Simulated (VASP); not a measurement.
Calculation: PBE GGA, VASP's PBE PAW potentials (set 64) (plane waves; VASP).

A VASP calculation is set up with these files.

**INCAR**
```
ALGO  =  Normal
EDIFF  =  1E-6
ENCUT  =  520
GGA  =  PE
ISIF  =  2
ISMEAR  =  0
ISPIN  =  2
LASPH  =  T
LCHARG  =  F
LMAXMIX  =  4
LORBIT  =  10
LREAL  =  F
LWAVE  =  F
MAGMOM  =  0.0 0.0 4.0 4.0
NELM  =  100
PREC  =  Accurate
SIGMA  =  0.05
SYSTEM  =  MnC
```

POSCAR:
```
MnC
4.1429920
  0.3539297204  -0.9352721415   0.0000000000
  0.3539297204   0.9352721415   0.0000000000
  0.0000000000   0.0000000000   0.6974968815
C Mn
2 2
Cartesian
  0.3539297204  -0.1197148341   0.1743742204
  0.3539297204   0.1197148341   0.5231226611
  0.3539297204  -0.6635755844   0.1743742204
  0.3539297204   0.6635755844   0.5231226611
```

**KPOINTS**
```
Automatic mesh
0
Monkhorst-Pack
2 2 2
0 0 0
```

POTCAR, in this order: C Mn_pv (PBE.64 set). Program: vasp_std.

Output

File OSZICAR:
```
       N       E                     dE             d eps       ncg     rms          rms(c)
DAV:   1     0.340731938143E+03    0.34073E+03   -0.19463E+04   200   0.176E+03
DAV:   2    -0.171375854595E+02   -0.35787E+03   -0.34346E+03   209   0.481E+02
DAV:   3    -0.371554966727E+02   -0.20018E+02   -0.19388E+02   251   0.120E+02
DAV:   4    -0.375895998447E+02   -0.43410E+00   -0.43152E+00   223   0.174E+01
DAV:   5    -0.375965085616E+02   -0.69087E-02   -0.69063E-02   222   0.231E+00    0.308E+01
DAV:   6    -0.377466843765E+02   -0.15018E+00   -0.59147E+01   261   0.752E+01    0.202E+01
DAV:   7    -0.340099110385E+02    0.37368E+01   -0.13957E+01   235   0.464E+01    0.973E+00
DAV:   8    -0.341443336752E+02   -0.13442E+00   -0.11098E+00   214   0.607E+00    0.432E+00
DAV:   9    -0.340993538460E+02    0.44980E-01   -0.16276E-01   246   0.410E+00    0.142E+00
DAV:  10    -0.341062911009E+02   -0.69373E-02   -0.12162E-02   218   0.985E-01    0.606E-01
DAV:  11    -0.341064826839E+02   -0.19158E-03   -0.16623E-03   224   0.314E-01    0.236E-01
DAV:  12    -0.341065796871E+02   -0.97003E-04   -0.31408E-04   227   0.168E-01    0.738E-02
DAV:  13    -0.341065866958E+02   -0.70087E-05   -0.72119E-05   237   0.673E-02    0.303E-02
DAV:  14    -0.341065864223E+02    0.27353E-06   -0.84592E-06   214   0.286E-02
   1 F= -.34106586E+02 E0= -.34106586E+02  d E =-.608942E-15  mag=     3.0005
```

### OUTCAR
```
------------------------ aborting loop because EDIFF is reached ----------------------------------------
  FORCE on cell =-STRESS in cart. coord.  units (eV):
  Direction    XX          YY          ZZ          XY          YZ          ZX
  --------------------------------------------------------------------------------------
  Total        2.1860514     -5.5982712     -8.9894189      0.0000000     -0.0000000      0.0000000
  in kB      106.6599474   -273.1460585   -438.6040300      0.0000000     -0.0000000      0.0000000
  external PRESSURE =    -201.6967137 kB  Pullay stress =       0.0000000 kB
  volume of cell :       32.84
      direct lattice vectors                 reciprocal lattice vectors
     1.466328000 -3.874825000  0.000000000     0.340987828 -0.129038086  0.000000000
     1.466328000  3.874825000  0.000000000     0.340987828  0.129038086  0.000000000
     0.000000000  0.000000000  2.889724000     0.000000000  0.000000000  0.346053810
 POSITION                                       TOTAL-FORCE (eV/Angst)
 -----------------------------------------------------------------------------------
      1.46633     -0.49598      0.72243         0.000000     -1.220411     -0.000000
      1.46633      0.49598      2.16729         0.000000      1.220411     -0.000000
      1.46633     -2.74919      0.72243         0.000000     -0.642837      0.000000
      1.46633      2.74919      2.16729         0.000000      0.642837     -0.000000
 -----------------------------------------------------------------------------------
    total drift:                               -0.000000     -0.000000     -0.000000
  FREE ENERGIE OF THE ION-ELECTRON SYSTEM (eV)
  ---------------------------------------------------
  free  energy   TOTEN  =       -34.1065864223 eV

  energy  without entropy=      -34.1065864223  energy(sigma->0) =      -34.10658642

 total charge

# of ion       s       p       d       tot
------------------------------------------
    1        0.816   1.469   0.000   2.285
    2        0.816   1.469   0.000   2.285
    3        0.276   6.339   5.325  11.940
    4        0.276   6.339   5.325  11.940
--------------------------------------------------
tot          2.184  15.616  10.650  28.450

 magnetization (x)

# of ion       s       p       d       tot
------------------------------------------
    1       -0.010  -0.058   0.000  -0.068
    2       -0.010  -0.058   0.000  -0.068
    3        0.006  -0.000   1.585   1.591
    4        0.006  -0.000   1.585   1.591
--------------------------------------------------
tot         -0.009  -0.116   3.170   3.044
```
(Selected blocks of OUTCAR.)

The moments were started parallel, and other spin orders were not tried in this run.

The structure was generated: MnC was put into the CrB type (Cmcm), which need not be its known phase. The cell was not relaxed at this level. The k-mesh is coarse (spacing up to 1.15 per Å, 2π included), so the numbers may not be converged in it. The run is one of a series of settings (KPOINTS 2×2×2 Monkhorst-Pack mesh against the base run), some of them coarse on purpose.
